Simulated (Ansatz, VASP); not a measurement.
## One calculation of Y2Os, two programs

INCAR

```
  PREC = Accurate
  ENCUT = 600
  EDIFF = 1E-6
  ISMEAR = 0
  SIGMA = 0.1
  LREAL = F
  LASPH = T
  NELM = 100
  ALGO = Normal
  ISIF = 3
  LWAVE = F
  LCHARG = F
  GGA = PE
  IBRION = 2
  NSW = 100
  EDIFFG = -0.01
```

KPOINTS

```
Automatic mesh
0
Gamma
  12 12 12
```

POSCAR

```
Y2Os
1.0
    0.0000000000      3.3869912708      3.3869912708
    3.3869912708      0.0000000000      3.3869912708
    3.3869912708      3.3869912708      0.0000000000
Y Os
2 1
Direct
    0.2500000000      0.2500000000      0.2500000000
    0.7500000000      0.7500000000      0.7500000000
    0.0000000000      0.0000000000      0.0000000000
```

Input for Ansatz:

```yaml
crystal:
  lattice:
    - [0.0, 3.3869912708, 3.3869912708]
    - [3.3869912708, 0.0, 3.3869912708]
    - [3.3869912708, 3.3869912708, 0.0]
  atoms:
    - { symbol: "Y", position: [0.25, 0.25, 0.25] }
    - { symbol: "Y", position: [0.75, 0.75, 0.75] }
    - { symbol: Os, position: [0.0, 0.0, 0.0] }
basis:
  ecutwfc: 420
kpoints:
  mp_grid: { grid: [12, 12, 12] }
hamiltonian:
  xc: pbe
scf:
  occupations: { method: gaussian, width: 0.1 }
output:
  forces: true
  stress: true
  eigenvalues: true
  write_density: true
  write_potential: true
  elf: true
  volumetric_format: npy
relax:
  adjacent_minimum: "off"
  f_tol: 0.01
  max_steps: 80
  cell: { stress_tol: 0.05 }
```

Change from the starting cell: species swapped into the CeO2 type (Fm-3m, No. 225).

Alike in both runs: task relaxation of cell and atoms; functional PBE; k mesh 12 × 12 × 12; occupations gaussian, width 0.1 eV; no spin polarisation.

|  | VASP | Ansatz |
| --- | --- | --- |
| version | VASP 6.6.1 | Ansatz 0.2.0 |
| potentials or method | VASP PAW PBE potentials, release 64 (Y_sv, Os) | scalar-relativistic, plane waves, PAW |
| plane-wave cutoff (eV) | 600 | 420 |
| valence electrons in the cell | 30 | 38 |

|  | VASP | Ansatz | Ansatz less VASP |
| --- | --- | --- | --- |
| gap on the k mesh at the Fermi level, each at its own relaxed structure (eV) | none | none | - |
| relaxed volume (Å³/atom) | 25.93 | 25.97 | +0.034 |
| relaxed cell length with the largest relative difference (Å) | 4.792 | 4.794 | +0.0021 |

A gap of «none» marks a metal or a gap that the smearing closes. The two sets of potentials don't hold the same shells in valence.

The runs have no spin-orbit coupling, so splittings on Os are missing.
